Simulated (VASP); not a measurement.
Computed with r2SCAN meta-GGA, VASP's PBE PAW potentials (set 64) (plane waves; VASP).

The input files of a VASP run:

**POSCAR**
```
C
1
    1.1917115255    -2.0641044335     0.0000000000
    1.1917115255     2.0641044335     0.0000000000
    0.0000000000     0.0000000000     6.7488979744
C
4
Direct
  0.0000000000   0.0000000000   0.2500000000
  0.0000000000   0.0000000000   0.7500000000
  0.3333330000   0.6666670000   0.2500000000
  0.6666670000   0.3333330000   0.7500000000
```

**KPOINTS**
```
Automatic mesh
0
Gamma
10 10 4
0 0 0
```

INCAR:
```
# general
SYSTEM  = C
PREC    = Accurate
ENCUT   = 600   # plane-wave cut-off (eV)
LREAL   = F   # projection in real space or not
LASPH   = T

# electronic loop
EDIFF   = 1E-7   # SCF stop (eV)
NELM    = 100   # most electronic steps
ALGO    = Normal   # blocked Davidson
LMIXTAU = T

# smearing
ISMEAR  = 0
SIGMA   = 0.05   # width (eV)

# functional
METAGGA = R2SCAN

# ions
ISIF    = 2   # forces and stress, cell fixed

# output
LWAVE   = F
LCHARG  = F
```

POTCAR, in this order: C (PBE.64 set). Program: vasp_std.

Output

### OSZICAR
```
       N       E                     dE             d eps       ncg     rms          rms(c)
DAV:   1     0.533338134592E+02    0.53334E+02   -0.94152E+03  1016   0.143E+03
DAV:   2    -0.416558336628E+02   -0.94990E+02   -0.85398E+02  1432   0.251E+02
DAV:   3    -0.458399566336E+02   -0.41841E+01   -0.41509E+01  1288   0.537E+01
DAV:   4    -0.458870547145E+02   -0.47098E-01   -0.47046E-01  1276   0.655E+00
DAV:   5    -0.458880041766E+02   -0.94946E-03   -0.94914E-03  1248   0.869E-01    0.930E+00
DAV:   6    -0.414036925563E+02    0.44843E+01   -0.25992E+00  1160   0.124E+01    0.672E+00
DAV:   7    -0.376033045086E+02    0.38004E+01   -0.47015E-01  1176   0.737E+00    0.139E+00
DAV:   8    -0.391409745468E+02   -0.15377E+01   -0.12538E+00  1072   0.945E+00    0.169E+00
DAV:   9    -0.400856302237E+02   -0.94466E+00   -0.13865E-01  1156   0.395E+00    0.813E-01
DAV:  10    -0.398928507647E+02    0.19278E+00   -0.14926E-02  1076   0.146E+00    0.679E-01
DAV:  11    -0.393650006796E+02    0.52785E+00   -0.15980E-01  1096   0.401E+00    0.228E-01
DAV:  12    -0.394805220335E+02   -0.11552E+00   -0.26057E-02  1056   0.194E+00    0.144E-01
DAV:  13    -0.394808397215E+02   -0.31769E-03   -0.26364E-04  1320   0.145E-01    0.137E-01
DAV:  14    -0.394776331537E+02    0.32066E-02   -0.35459E-04  1088   0.241E-01    0.816E-02
DAV:  15    -0.394891737042E+02   -0.11541E-01   -0.36496E-03  1048   0.779E-01    0.109E-01
DAV:  16    -0.394892072585E+02   -0.33554E-04   -0.73279E-05  1256   0.112E-01    0.944E-02
DAV:  17    -0.394892066757E+02    0.58277E-06   -0.73837E-07  1220   0.938E-03    0.958E-02
DAV:  18    -0.394892344278E+02   -0.27752E-04   -0.23987E-05  1108   0.623E-02    0.665E-02
DAV:  19    -0.394892652735E+02   -0.30846E-04   -0.10567E-05  1120   0.453E-02    0.423E-02
DAV:  20    -0.394892692144E+02   -0.39409E-05   -0.35344E-06  1120   0.234E-02    0.276E-02
DAV:  21    -0.394892721405E+02   -0.29261E-05   -0.53100E-07  1224   0.103E-02    0.195E-02
DAV:  22    -0.394892723155E+02   -0.17497E-06   -0.60177E-08   816   0.316E-03    0.173E-02
DAV:  23    -0.394892726862E+02   -0.37076E-06   -0.84475E-08   756   0.418E-03    0.152E-02
DAV:  24    -0.394892726014E+02    0.84854E-07   -0.33675E-08   720   0.229E-03
   1 F= -.39489273E+02 E0= -.39489273E+02  d E =-.479438E-14
```

File OUTCAR:
```
------------------------ aborting loop because EDIFF is reached ----------------------------------------
  FORCE on cell =-STRESS in cart. coord.  units (eV):
  Direction    XX          YY          ZZ          XY          YZ          ZX
  --------------------------------------------------------------------------------------
  Total        9.0834456      9.0834414      0.1596077      0.0000000     -0.0000000      0.0000000
  in kB      438.3242877    438.3240853      7.7019170      0.0000000     -0.0000000      0.0000000
  external PRESSURE =     294.7834300 kB  Pullay stress =       0.0000000 kB
  volume of cell :       33.20
      direct lattice vectors                 reciprocal lattice vectors
     1.191711525 -2.064104433  0.000000000     0.419564626 -0.242235805  0.000000000
     1.191711525  2.064104433  0.000000000     0.419564626  0.242235805  0.000000000
     0.000000000  0.000000000  6.748897974     0.000000000  0.000000000  0.148172339
 POSITION                                       TOTAL-FORCE (eV/Angst)
 -----------------------------------------------------------------------------------
      0.00000      0.00000      1.68722         0.000000      0.000000     -0.000000
      0.00000      0.00000      5.06167         0.000000      0.000000      0.000000
      1.19171      0.68804      1.68722        -0.000000      0.000000      0.000000
      1.19171     -0.68804      5.06167         0.000000     -0.000000     -0.000000
 -----------------------------------------------------------------------------------
    total drift:                                0.000000     -0.000000      0.000000
  FREE ENERGIE OF THE ION-ELECTRON SYSTEM (eV)
  ---------------------------------------------------
  free  energy   TOTEN  =       -39.4892726014 eV

  energy  without entropy=      -39.4892726014  energy(sigma->0) =      -39.48927260
```
(Selected blocks of OUTCAR.)

The compound is C in the graphite structure. This cell was strained or had an atom moved on purpose.
